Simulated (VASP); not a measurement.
Energy against volume of Lu (hcp). Method: optB88-vdW, VASP's PBE PAW potentials (set 64) (plane waves; VASP). Run with 520 eV cut-off, 12×12×7 Γ-centred mesh, first-order Methfessel-Paxton smearing of 0.10 eV, potentials Lu_3.

Shape and ions are relaxed at each volume.

| V (Å³/atom) | E (eV/atom) |
|---|---|
| 26.684 | -1.76550 |
| 27.536 | -1.78037 |
| 28.388 | -1.78586 |
| 29.239 | -1.78311 |

Question: Fit these four points and predict the energy of the run at 30.091 Å³/atom.

Answer: A cubic in V^(−2/3), the third-order Birch-Murnaghan form, passes through the four points with V0 = 28.51 Å³/atom and B0 = 51 GPa, and gives -1.7731 eV/atom there. The run gave -1.7731 eV/atom, -0.0 meV/atom from the fit; all five points give B0 = 51 GPa.

The compound is Lu in the hcp structure. It was relaxed first.
